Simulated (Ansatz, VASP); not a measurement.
# Na3SeBr (antiperovskite type (invented)): VASP beside Ansatz, part 2 of 3

Wanted: the spread between two codes on one cell, functional and k mesh. The cell is generated by rule, not measured, and may not be a known phase. The cell is taken from a series of runs on this material, whose earlier steps may have relaxed, scaled, displaced or heated it; both programs get it as it stands.

VASP 6.6.1 and Ansatz 0.2.0.

So far: Set-up; Ansatz: zone-centre phonons, LDA.

### 3. VASP: zone-centre phonons, LDA

Level of this step: LDA; plane waves and PAW (Br, Se, Na_pv); invented cell (VASP).

The same cell, functional (in two slightly different forms) and mesh now go to VASP, with its own data sets.

Lines of VASP's logs that name or quote its potential files are left out, and so is its time.

File INCAR:

```
SYSTEM = Na3SeBr
PREC = Accurate
ENCUT = 500
EDIFF = 1E-08
NELM = 120
ISMEAR = 0
SIGMA = 0.01
LREAL = .FALSE.
ALGO = Normal
GGA = CA
NBANDS = 23
LORBIT = 11
LWAVE = .FALSE.
LCHARG = .FALSE.
ISIF = 2
IBRION = 8
LEPSILON = .TRUE.
LASPH = .TRUE.
GGA_COMPAT = .FALSE.
EFERMI = MIDGAP
KPAR = 2
```

File POSCAR:

```
Na3SeBr
1.0
    5.2822328011      0.0000000000      0.0000000000
    0.0000000000      5.2822328011      0.0000000000
    0.0000000000      0.0000000000      5.2822328011
Br Se Na
1 1 3
Direct
    0.0000000000      0.0000000000      0.0000000000
    0.5000000000      0.5000000000      0.5000000000
    0.5000000000      0.5000000000      0.0000000000
    0.5000000000      0.0000000000      0.5000000000
    0.0000000000      0.5000000000      0.5000000000
```

File KPOINTS:

```
Automatic mesh
0
Gamma
6 6 6
0 0 0
```

PAW data sets: Br, Se and Na_pv (LDA family, release 64).

On the command line:

```console
$ mpirun -np 2 vasp_std
```

The program printed:

```text
[banner, memory and clock lines left out]
running    2 mpi-ranks, on    1 nodes
 distrk:  each k-point on    1 cores,    2 groups
 distr:  one band on    1 cores,    1 groups

 POSCAR found type information on POSCAR BrSeNa
 POSCAR found :  3 types and       5 ions
 LDA part: xc-table for (Slater(with rela. corr.)+CA(PZ))
 , standard interpolation
 POSCAR, INCAR and KPOINTS ok, starting setup
 FFT: planning ... GRIDC
 FFT: planning ... GRID_SOFT
 FFT: planning ... GRID
 WAVECAR not read
 entering main loop
       N       E                     dE             d eps       ncg     rms          rms(c)
DAV:   1     0.280717781670E+03    0.28072E+03   -0.16392E+04   928   0.139E+03
DAV:   2     0.127327213617E+02   -0.26799E+03   -0.25710E+03   934   0.358E+02
DAV:   3    -0.163452594623E+02   -0.29078E+02   -0.28781E+02  1166   0.118E+02
DAV:   4    -0.172644978499E+02   -0.91924E+00   -0.91776E+00  1004   0.211E+01
DAV:   5    -0.172809736746E+02   -0.16476E-01   -0.16474E-01  1109   0.302E+00    0.378E+00
DAV:   6    -0.162330924077E+02    0.10479E+01   -0.14279E+00  1035   0.571E+00    0.210E+00
DAV:   7    -0.160804896548E+02    0.15260E+00   -0.57805E-01  1136   0.330E+00    0.127E+00
DAV:   8    -0.160746723394E+02    0.58173E-02   -0.57656E-02  1056   0.152E+00    0.310E-01
DAV:   9    -0.160724501397E+02    0.22222E-02   -0.75829E-03  1048   0.542E-01    0.213E-01
DAV:  10    -0.160728106376E+02   -0.36050E-03   -0.11030E-03  1115   0.188E-01    0.681E-02
DAV:  11    -0.160728014768E+02    0.91609E-05   -0.11956E-04  1025   0.720E-02    0.961E-03
DAV:  12    -0.160728028575E+02   -0.13807E-05   -0.69776E-06  1218   0.271E-02    0.658E-03
DAV:  13    -0.160728030038E+02   -0.14629E-06   -0.14771E-06   970   0.795E-03    0.161E-03
DAV:  14    -0.160728030248E+02   -0.21005E-07   -0.17987E-07  1093   0.329E-03    0.364E-04
DAV:  15    -0.160728030225E+02    0.22101E-08   -0.15912E-08   858   0.609E-04
   1 F= -.16072803E+02 E0= -.16072803E+02  d E =0.000000E+00
 Linear response reoptimize wavefunctions to high precision
DAV:   1    -0.160728030230E+02   -0.48431E-09   -0.11694E-09   579   0.226E-04
DAV:   2    -0.160728030230E+02    0.32742E-10   -0.10592E-10   502   0.106E-04
 Linear response G [H, r] |phi>, progress :
  Direction:   1
       N       E                     dE             d eps       ncg     rms
RMM:   1    -0.103583023107E+03   -0.10358E+03   -0.56381E+02  1321   0.178E+02
RMM:   2    -0.104607311014E+03   -0.10243E+01   -0.44153E+01  1553   0.334E+01
RMM:   3    -0.104817910435E+03   -0.21060E+00   -0.33632E+00  1678   0.111E+01
RMM:   4    -0.104845196794E+03   -0.27286E-01   -0.17175E-01  1605   0.269E+00
RMM:   5    -0.104845824473E+03   -0.62768E-03   -0.13147E-02  1754   0.750E-01
RMM:   6    -0.104845966083E+03   -0.14161E-03   -0.10242E-03  1708   0.160E-01
RMM:   7    -0.104845984717E+03   -0.18634E-04   -0.13520E-04  1853   0.659E-02
RMM:   8    -0.104845994471E+03   -0.97536E-05   -0.71236E-05  1905   0.293E-02
RMM:   9    -0.104845995932E+03   -0.14613E-05   -0.60388E-05  1896   0.165E-02
RMM:  10    -0.104845996094E+03   -0.16148E-06   -0.84256E-05  1801   0.126E-02
RMM:  11    -0.104845993507E+03    0.25866E-05   -0.19015E-05  1664   0.110E-02
RMM:  12    -0.104845994955E+03   -0.14479E-05   -0.43278E-05  1524   0.103E-02
RMM:  13    -0.104845992388E+03    0.25666E-05   -0.60696E-06  1451   0.100E-02
RMM:  14    -0.104845995614E+03   -0.32252E-05   -0.31708E-05  1427   0.991E-03
RMM:  15    -0.104845992927E+03    0.26862E-05    0.40642E-05  1390   0.988E-03
 Linear response G [H, r] |phi>, progress :
  Direction:   2
       N       E                     dE             d eps       ncg     rms
RMM:   1    -0.112253013566E+03   -0.11225E+03   -0.63971E+02  1311   0.177E+02
RMM:   2    -0.109775620354E+03    0.24774E+01   -0.47295E+01  1579   0.343E+01
RMM:   3    -0.109937775462E+03   -0.16216E+00   -0.29051E+00  1688   0.111E+01
RMM:   4    -0.109964361388E+03   -0.26586E-01   -0.14128E-01  1626   0.261E+00
RMM:   5    -0.109964595897E+03   -0.23451E-03   -0.77545E-03  1768   0.760E-01
RMM:   6    -0.109965054215E+03   -0.45832E-03   -0.16905E-03  1727   0.164E-01
RMM:   7    -0.109964991084E+03    0.63131E-04   -0.20344E-04  1873   0.693E-02
RMM:   8    -0.109964993722E+03   -0.26381E-05   -0.60992E-05  1913   0.320E-02
RMM:   9    -0.109965009502E+03   -0.15780E-04   -0.20884E-04  1928   0.177E-02
RMM:  10    -0.109965002140E+03    0.73620E-05   -0.66185E-05  1835   0.141E-02
RMM:  11    -0.109965004074E+03   -0.19334E-05   -0.17630E-04  1779   0.127E-02
RMM:  12    -0.109965002628E+03    0.14457E-05   -0.37541E-05  1662   0.120E-02
RMM:  13    -0.109965005697E+03   -0.30693E-05   -0.18039E-04  1617   0.118E-02
RMM:  14    -0.109965001880E+03    0.38170E-05   -0.23548E-05  1599   0.118E-02
 Linear response G [H, r] |phi>, progress :
  Direction:   3
       N       E                     dE             d eps       ncg     rms
[...]
RMM:  10    -0.102914564490E+01    0.65547E-05   -0.33395E-08  3131   0.109E-03    0.196E-04
RMM:  11    -0.102914634221E+01   -0.69730E-06   -0.35809E-07  3326   0.641E-04    0.676E-05
RMM:  12    -0.102914439175E+01    0.19505E-05   -0.27261E-07  2897   0.349E-04    0.357E-05
RMM:  13    -0.102914473582E+01   -0.34406E-06    0.29357E-07  1913   0.245E-04    0.888E-06
[...]
change of polarisation eV/A/(eV/A) component  3 :    -0.025    -0.051     1.866
 dielectric tensor                  component  3 :    -0.030    -0.062     3.291
 Linear response DOF=           4
 Linear response progress:
  Degree of freedom:   1/  4
       N       E                     dE             d eps       ncg     rms          rms(c)
RMM:   1    -0.147611086322E+00   -0.14761E+00    0.11456E-01  3210   0.117E+00
RMM:   2    -0.147555381537E+00    0.55705E-04   -0.40097E-03  3260   0.231E-01    0.415E-02
RMM:   3    -0.147793846143E+00   -0.23846E-03   -0.18251E-04  3154   0.491E-02    0.204E-02
RMM:   4    -0.148084270822E+00   -0.29042E-03   -0.67233E-05  3138   0.254E-02    0.811E-03
RMM:   5    -0.148096138851E+00   -0.11868E-04   -0.40078E-06  3207   0.849E-03    0.324E-03
RMM:   6    -0.148087242298E+00    0.88966E-05   -0.21308E-07  3393   0.215E-03    0.191E-03
RMM:   7    -0.148086030768E+00    0.12115E-05   -0.14832E-07  2969   0.102E-03    0.433E-04
RMM:   8    -0.148082558281E+00    0.34725E-05   -0.13897E-07  3270   0.452E-04    0.975E-05
RMM:   9    -0.148081272477E+00    0.12858E-05   -0.12548E-07  2797   0.290E-04    0.346E-05
RMM:  10    -0.148080977833E+00    0.29464E-06   -0.14967E-07  3431   0.210E-04    0.167E-05
RMM:  11    -0.148081192719E+00   -0.21489E-06   -0.58988E-08  3145   0.182E-04    0.590E-06
RMM:  12    -0.148081175177E+00    0.17542E-07   -0.39462E-08  3119   0.169E-04    0.994E-07
RMM:  13    -0.148081171146E+00    0.40310E-08   -0.16451E-07  2686   0.164E-04    0.140E-06
RMM:  14    -0.148081182089E+00   -0.10943E-07   -0.14106E-07  1906   0.163E-04    0.223E-07
RMM:  15    -0.148081182014E+00    0.74533E-10   -0.13944E-07  1237   0.163E-04    0.184E-07
RMM:  16    -0.148081179906E+00    0.21086E-08   -0.15451E-07  1047   0.163E-04    0.247E-08
 first order change of Fermi-energy   0.11148E-03
 force on displaced ion       1 direction 1 :   0.156   0.000   0.000
 Born effective charge ion    1 direction 1 :  -1.443   0.000   0.000
 Linear response progress:
  Degree of freedom:   2/  4
       N       E                     dE             d eps       ncg     rms          rms(c)
RMM:   1    -0.926675729458E-01   -0.92668E-01    0.91865E-02  3379   0.977E-01
RMM:   2    -0.930533018754E-01   -0.38573E-03   -0.12386E-03  3265   0.140E-01    0.697E-02
RMM:   3    -0.932896122091E-01   -0.23631E-03   -0.38313E-04  3123   0.710E-02    0.338E-02
RMM:   4    -0.936737908756E-01   -0.38418E-03   -0.26289E-04  3323   0.570E-02    0.131E-02
RMM:   5    -0.936591440770E-01    0.14647E-04   -0.10666E-05  3109   0.138E-02    0.426E-03
RMM:   6    -0.936623546390E-01   -0.32106E-05   -0.56608E-07  3476   0.439E-03    0.336E-03
RMM:   7    -0.936636483701E-01   -0.12937E-05   -0.25039E-07  2925   0.176E-03    0.368E-04
RMM:   8    -0.936636320405E-01    0.16330E-07   -0.54435E-08  3498   0.548E-04    0.158E-04
RMM:   9    -0.936629283742E-01    0.70367E-06   -0.79328E-08  3363   0.298E-04    0.401E-05
RMM:  10    -0.936631550450E-01   -0.22667E-06   -0.34188E-08  3457   0.148E-04    0.290E-05
RMM:  11    -0.936632317174E-01   -0.76672E-07    0.36090E-07  3456   0.115E-04    0.853E-06
RMM:  12    -0.936632159885E-01    0.15729E-07    0.36416E-07  3449   0.948E-05    0.234E-06
RMM:  13    -0.936631984217E-01    0.17567E-07    0.28840E-07  3142   0.910E-05    0.600E-07
RMM:  14    -0.936631991543E-01   -0.73256E-09    0.30642E-07  2046   0.887E-05    0.389E-07
RMM:  15    -0.936631984652E-01    0.68907E-09    0.31786E-07  1242   0.884E-05    0.834E-08
 first order change of Fermi-energy   0.13368E-03
 force on displaced ion       2 direction 1 :  -6.298   0.000  -0.000
 Born effective charge ion    2 direction 1 :  -1.602   0.000   0.000
 Linear response progress:
  Degree of freedom:   3/  4
       N       E                     dE             d eps       ncg     rms          rms(c)
RMM:   1    -0.158620283296E+00   -0.15862E+00   -0.40715E-01  3401   0.378E+00
RMM:   2    -0.162165895259E+00   -0.35456E-02   -0.24050E-02  4404   0.885E-01    0.194E-02
RMM:   3    -0.162416543990E+00   -0.25065E-03   -0.17179E-03  5188   0.240E-01    0.900E-03
RMM:   4    -0.162413172838E+00    0.33712E-05   -0.49130E-05  5420   0.422E-02    0.369E-03
RMM:   5    -0.162402430657E+00    0.10742E-04   -0.30927E-06  5456   0.120E-02    0.109E-03
RMM:   6    -0.162395869992E+00    0.65607E-05   -0.22986E-07  4971   0.302E-03    0.205E-04
RMM:   7    -0.162395053319E+00    0.81667E-06   -0.35859E-08  5604   0.118E-03    0.107E-04
RMM:   8    -0.162394423124E+00    0.63020E-06   -0.21923E-08  5185   0.495E-04    0.265E-05
RMM:   9    -0.162394431017E+00   -0.78927E-08   -0.17889E-08  5449   0.258E-04    0.164E-05
 first order change of Fermi-energy   0.99703E-06
 force on displaced ion       3 direction 1 :   0.245   0.000   0.000
 Born effective charge ion    3 direction 1 :   0.953   0.000   0.000
 Linear response progress:
  Degree of freedom:   4/  4
       N       E                     dE             d eps       ncg     rms          rms(c)
RMM:   1    -0.157850899875E+00   -0.15785E+00   -0.15420E-01  2133   0.544E+00
RMM:   2    -0.161458360193E+00   -0.36075E-02   -0.18920E-02  2763   0.857E-01    0.308E-02
RMM:   3    -0.161708862295E+00   -0.25050E-03   -0.19024E-03  3211   0.279E-01    0.149E-02
RMM:   4    -0.161708147828E+00    0.71447E-06   -0.94113E-05  3420   0.611E-02    0.490E-03
RMM:   5    -0.161701865924E+00    0.62819E-05   -0.42891E-06  3405   0.133E-02    0.222E-03
RMM:   6    -0.161693608857E+00    0.82571E-05   -0.69191E-07  3144   0.478E-03    0.434E-04
RMM:   7    -0.161692669724E+00    0.93913E-06   -0.11727E-07  3288   0.150E-03    0.161E-04
RMM:   8    -0.161691605621E+00    0.10641E-05   -0.34535E-08  3214   0.728E-04    0.614E-05
RMM:   9    -0.161691531408E+00    0.74213E-07   -0.16462E-08  3435   0.363E-04    0.448E-05
RMM:  10    -0.161691605772E+00   -0.74364E-07    0.16408E-08  3352   0.231E-04    0.952E-06
RMM:  11    -0.161691594010E+00    0.11762E-07    0.12011E-08  3646   0.177E-04    0.462E-06
RMM:  12    -0.161691610251E+00   -0.16241E-07    0.16750E-10  3310   0.153E-04    0.330E-06
RMM:  13    -0.161691623129E+00   -0.12878E-07   -0.65155E-09  2842   0.143E-04    0.487E-07
RMM:  14    -0.161691621996E+00    0.11323E-08   -0.89538E-09  1934   0.136E-04    0.781E-07
 first order change of Fermi-energy   0.69312E-04
 force on displaced ion       3 direction 3 :   0.000   0.000  -6.764
 Born effective charge ion    3 direction 3 :   0.000   0.000   1.138
 Born effective charges drift removed
 Linear response finished
```

[end of part 2 of 3]

[Lines on the potential files, build, host, timing and source positions are cut from VASP's logs without a mark.]

[Logs are printed without paths, hosts, clocks, repeated set-up lines and the standing remarks that a program may print on its own settings, such as how far it seeks lower states.]

[Hosts, paths, dates, database ids (printed as entryN), source tags and the programs' standing remarks are cut or masked in the printed files.]
